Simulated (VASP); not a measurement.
Data:

```yaml
crystal:
  lattice:
    - [4.05953, 0.00000, 0.00000]
    - [0.00000, 4.05953, 0.00000]
    - [0.00000, 0.00000, 4.05953]
  atoms:
    - { symbol: K, position: [0.00000, 0.00000, 0.00000] }
    - { symbol: Ta, position: [0.50000, 0.50000, 0.50000] }
    - { symbol: O, position: [0.50000, 0.00000, 0.50000] }
    - { symbol: O, position: [0.00000, 0.50000, 0.50000] }
    - { symbol: O, position: [0.50000, 0.50000, 0.00000] }
```

The numbers are results of RPBE GGA, VASP's PBE PAW potentials (set 64) (plane waves; VASP), not measurements. Numerical set-up: 520 eV cut-off, 6×6×6 Γ-centred mesh, tetrahedra with Blöchl corrections, potentials K_sv Ta_pv O.

The cores are frozen, which limits the accuracy of field gradients.

Give the principal components of the electric field gradient (V/Å²) and the asymmetry η at each nucleus.

```json
[
 {"atom": "K1", "Vxx": "0.0", "Vyy": "0.0", "Vzz": "0.0", "η": "-"},
 {"atom": "Ta2", "Vxx": "0.0", "Vyy": "0.0", "Vzz": "0.0", "η": "-"},
 {"atom": "O3", "Vxx": "-15.2", "Vyy": "-15.2", "Vzz": "30.5", "η": "0.00"},
 {"atom": "O4", "Vxx": "-15.2", "Vyy": "-15.2", "Vzz": "30.5", "η": "0.00"},
 {"atom": "O5", "Vxx": "-15.2", "Vyy": "-15.2", "Vzz": "30.5", "η": "0.00"}
]
```

The compound is KTaO3 in the cubic perovskite structure. It was relaxed first, which changed the volume by +5 %.
